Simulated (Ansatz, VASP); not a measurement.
# Two plane-wave programs on GaF

POSCAR

```
GaF
1.0
    3.1659200000      0.0000000000      0.0000000000
    0.0000000000      3.1659200000      0.0000000000
    0.0000000000      0.0000000000      3.1659200000
Ga F
1 1
Direct
    0.0000000000      0.0000000000      0.0000000000
    0.5000000000      0.5000000000      0.5000000000
```

INCAR.step1

```
SYSTEM = GaF
PREC = Accurate
ENCUT = 520
EDIFF = 1E-5
ISMEAR = -1
SIGMA = 0.05
LREAL = .FALSE.
LASPH = .TRUE.
NELM = 60
ALGO = Normal
ISIF = 2
LWAVE = .TRUE.
LCHARG = .FALSE.
NBANDS = 17
GGA = PE
```

INCAR.step2

```
SYSTEM = GaF
PREC = Accurate
ENCUT = 520
EDIFF = 1E-7
ISMEAR = -1
SIGMA = 0.05
LREAL = .FALSE.
LASPH = .TRUE.
NELM = 60
ALGO = Normal
ISIF = 2
LWAVE = .FALSE.
LCHARG = .FALSE.
GGA = B3
LHFCALC = .TRUE.
AEXX = 0.2
AGGAX = 0.72
AGGAC = 0.81
ALDAC = 0.19
PRECFOCK = Normal
HFRCUT = -1
NBANDS = 17
ISTART = 1
```

The input KPOINTS:

```
regular mesh
0
G
  4 4 4
  0 0 0
```

Contents of KPOINTS_OPT:

```
path GXMGRX,MR
12
line-mode
reciprocal
 0.0000000000  0.0000000000  0.0000000000  G
 0.0000000000  0.5000000000  0.0000000000  X

 0.0000000000  0.5000000000  0.0000000000  X
 0.5000000000  0.5000000000  0.0000000000  M

 0.5000000000  0.5000000000  0.0000000000  M
 0.0000000000  0.0000000000  0.0000000000  G

 0.0000000000  0.0000000000  0.0000000000  G
 0.5000000000  0.5000000000  0.5000000000  R

 0.5000000000  0.5000000000  0.5000000000  R
 0.0000000000  0.5000000000  0.0000000000  X

 0.5000000000  0.5000000000  0.0000000000  M
 0.5000000000  0.5000000000  0.5000000000  R
```

The input input.yaml:

```yaml
crystal:
  lattice:
    - [3.16592, 0.0, 0.0]
    - [0.0, 3.16592, 0.0]
    - [0.0, 0.0, 3.16592]
  atoms:
    - { symbol: Ga, position: [0.0, 0.0, 0.0] }
    - { symbol: F, position: [0.5, 0.5, 0.5] }
hamiltonian:
  xc: b3lyp
  pseudopotentials: { kind: paw }
kpoints:
  mp_grid: { grid: [4, 4, 4] }
  band_path:
    path:
      - [[0.0, 0.0, 0.0], [0.0, 0.5, 0.0], [0.5, 0.5, 0.0], [0.0, 0.0, 0.0], [0.5, 0.5, 0.5], [0.0, 0.5, 0.0]]
      - [[0.5, 0.5, 0.0], [0.5, 0.5, 0.5]]
    npoints: 4
scf:
  occupations: { method: fermi_dirac, width: 0.05 }
  n_extra_bands: 6
output:
  forces: true
  stress: true
  eigenvalues: true
  fatbands: false
```

The cell was built by a generator and needn't be a form met in nature.

Alike in both runs: task band structure; functional B3LYP; k mesh 4 × 4 × 4; occupations fermi-dirac, width 0.05 eV; no spin polarisation.

|  | VASP | Ansatz |
| --- | --- | --- |
| version | VASP 6.6.1 | Ansatz 0.2.0 |
| potentials or method | VASP PAW PBE potentials, release 64 (Ga_d, F) | Ansatz PAW |
| plane-wave cutoff (eV) | 520 | 420 |
| valence electrons in the cell | 20 | 20 |

Ansatz gave:

- gap on the k mesh at the Fermi level (eV): 1.65
- least direct gap on the mesh (eV): 2.76
- gap along the band path (eV): 1.65
- pressure (GPa): 2.8

Q: Estimate VASP's values.

A: gap on the k mesh at the Fermi level (eV): 1.64; least direct gap on the mesh (eV): 2.73; gap along the band path (eV): 1.64; pressure (GPa): 2.5.

With one functional, cell and mesh, what is left measures potentials, basis and numerics.

Caveats: the k mesh is coarse (spacing up to 0.50 Å⁻¹), so the values aren't converged, least of all with exact exchange; the PAW data sets were made with another functional, which shifts forces and pressure a little (VASP); the pressure holds a Pulay correction of +0.3 GPa for the finite cutoff (Ansatz); the PAW data sets come from PBE, with cores solved anew for the run's functional, which leaves a small shift of forces and pressure (Ansatz); the thresholds are loose for stress (Ansatz).
